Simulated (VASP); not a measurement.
A convergence study with VASP on InAs (zinc blende): a few settings are varied, all else stays as given below, so the limit is that of these other settings.

```xyz
2
Lattice="0.0000 3.0300 3.0300 3.0300 0.0000 3.0300 3.0300 3.0300 0.0000" Properties=species:S:1:pos:R:3 pbc="T T T"
In     0.0000     0.0000     0.0000
As     1.5150     1.5150     1.5150
```

Calculation: PBEsol GGA, VASP's PBE PAW potentials (set 64) (plane waves; VASP). The last row used: 550 eV cut-off, 15×15×15 Γ-centred mesh, second-order Methfessel-Paxton smearing of 0.40 eV, potentials In_d As.

```
setting                                   E (eV/atom)  pressure (GPa)  irreducible k-points
----------------------------------------  -----------  --------------  --------------------
ISMEAR = -1, SIGMA = 0.01, 4×4×4 mesh         -4.1728            1.43                     8
ISMEAR = -1, SIGMA = 0.1, 4×4×4 mesh          -4.1740            1.43                     8
ISMEAR = 0, SIGMA = 0.01, 4×4×4 mesh          -4.1727            1.43                     8
ISMEAR = 0, SIGMA = 0.2, 4×4×4 mesh           -4.1739            1.43                     8
ISMEAR = 1, SIGMA = 0.05, 4×4×4 mesh          -4.1729            1.43                     8
ISMEAR = 1, SIGMA = 0.2, 4×4×4 mesh           -4.1735            1.44                     8
ISMEAR = 2, SIGMA = 0.05, 4×4×4 mesh          -4.1728            1.43                     8
ISMEAR = 2, SIGMA = 0.2, 4×4×4 mesh           -4.1733            1.43                     8
ISMEAR = -1, SIGMA = 0.01, 9×9×9 mesh         -4.2432            0.87                    35
ISMEAR = -1, SIGMA = 0.2, 9×9×9 mesh          -4.2421            0.92                    35
ISMEAR = 0, SIGMA = 0.01, 9×9×9 mesh          -4.2432            0.87                    35
ISMEAR = 0, SIGMA = 0.4, 9×9×9 mesh           -4.2432            0.88                    35
ISMEAR = 1, SIGMA = 0.05, 9×9×9 mesh          -4.2433            0.87                    35
ISMEAR = 1, SIGMA = 0.4, 9×9×9 mesh           -4.2432            0.86                    35
ISMEAR = 2, SIGMA = 0.05, 9×9×9 mesh          -4.2432            0.87                    35
ISMEAR = 2, SIGMA = 0.4, 9×9×9 mesh           -4.2431            0.88                    35
ISMEAR = -1, SIGMA = 0.05, 15×15×15 mesh      -4.2443            0.86                   120
ISMEAR = -1, SIGMA = 0.2, 15×15×15 mesh       -4.2429            0.91                   120
ISMEAR = 0, SIGMA = 0.1, 15×15×15 mesh        -4.2443            0.86                   120
ISMEAR = 0, SIGMA = 0.4, 15×15×15 mesh        -4.2440            0.88                   120
ISMEAR = 1, SIGMA = 0.1, 15×15×15 mesh        -4.2443            0.86                   120
ISMEAR = 1, SIGMA = 0.4, 15×15×15 mesh        -4.2443            0.85                   120
ISMEAR = 2, SIGMA = 0.1, 15×15×15 mesh        -4.2443            0.86                   120
ISMEAR = 2, SIGMA = 0.4, 15×15×15 mesh        -4.2442            0.86                   120
```

Left out are rungs that failed or repeat a setting and relaxations that didn't move; long series are thinned to 24 rows.

The compound is InAs in the zinc blende structure. The cell was not relaxed at this level.
